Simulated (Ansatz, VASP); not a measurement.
Ti2BeH6: VASP beside Ansatz

Contents of INCAR:

```
SYSTEM = Ti2BeH6
PREC = Accurate
ENCUT = 600
EDIFF = 1E-7
ISMEAR = 0
SIGMA = 0.1
LREAL = .False.
LASPH = .True.
NELM = 60
ALGO = Normal
ISIF = 3
LWAVE = .False.
LCHARG = .False.
GGA = PE
IBRION = 2
NSW = 90
EDIFFG = -0.04
```

The input KPOINTS:

```
Automatic mesh
0
Gamma
  6 6 6
  0 0 0
```

The input POSCAR:

```
Ti2BeH6
1.0
    0.0000000000      3.0291168176      3.0291168176
    3.0291168176      0.0000000000      3.0291168176
    3.0291168176      3.0291168176      0.0000000000
Ti Be H
2 1 6
Direct
    0.2500000000      0.2500000000      0.2500000000
    0.7500000000      0.7500000000      0.7500000000
    0.0000000000      0.0000000000      0.0000000000
    0.7428212786      0.2571787214      0.2571787214
    0.2571787214      0.7428212786      0.7428212786
    0.2571787214      0.7428212786      0.2571787214
    0.7428212786      0.2571787214      0.7428212786
    0.2571787214      0.2571787214      0.7428212786
    0.7428212786      0.7428212786      0.2571787214
```

Input for Ansatz:

```yaml
crystal:
  lattice:
    - [0.0, 3.0291168176, 3.0291168176]
    - [3.0291168176, 0.0, 3.0291168176]
    - [3.0291168176, 3.0291168176, 0.0]
  atoms:
    - { symbol: Ti, position: [0.25, 0.25, 0.25] }
    - { symbol: Ti, position: [0.75, 0.75, 0.75] }
    - { symbol: Be, position: [0.0, 0.0, 0.0] }
    - { symbol: H, position: [0.7428212786, 0.2571787214, 0.2571787214] }
    - { symbol: H, position: [0.2571787214, 0.7428212786, 0.7428212786] }
    - { symbol: H, position: [0.2571787214, 0.7428212786, 0.2571787214] }
    - { symbol: H, position: [0.7428212786, 0.2571787214, 0.7428212786] }
    - { symbol: H, position: [0.2571787214, 0.2571787214, 0.7428212786] }
    - { symbol: H, position: [0.7428212786, 0.7428212786, 0.2571787214] }
basis:
  ecutwfc: 420
kpoints:
  mp_grid: { grid: [6, 6, 6] }
hamiltonian:
  xc: pbe
scf:
  occupations: { method: gaussian, width: 0.1 }
  lower_state_search: "off"
output:
  forces: true
  stress: true
  eigenvalues: true
relax:
  adjacent_minimum: "off"
  f_tol: 0.04
  max_steps: 70
  cell: { stress_tol: 0.4 }
```

Change from the starting cell: ordered vacancies on the cation sites of perovskite (Fm-3m, No. 225).

Alike in both runs: task relaxation of cell and atoms; functional PBE; k mesh 6 × 6 × 6; occupations gaussian, width 0.1 eV; no spin polarisation.

|  | VASP | Ansatz |
| --- | --- | --- |
| version | VASP 6.6.1 | Ansatz 0.2.0 |
| potentials or method | VASP PAW PBE potentials, release 64 (Ti_sv, Be, H) | scalar-relativistic, plane waves, PAW |
| plane-wave cutoff (eV) | 600 | 420 |
| valence electrons in the cell | 32 | 32 |

|  | VASP | Ansatz | Ansatz less VASP |
| --- | --- | --- | --- |
| gap on the k mesh at the Fermi level, each at its own relaxed structure (eV) | none | none | - |
| relaxed volume (Å³/atom) | 6.18 | 6.18 | 0.000 |
| relaxed cell length with the largest relative difference (Å) | 4.284 | 4.284 | 0.0000 |

A gap of «none» marks a metal or a gap that the smearing closes.

Caveats: the relaxation stopped at its first step, so nothing moved.
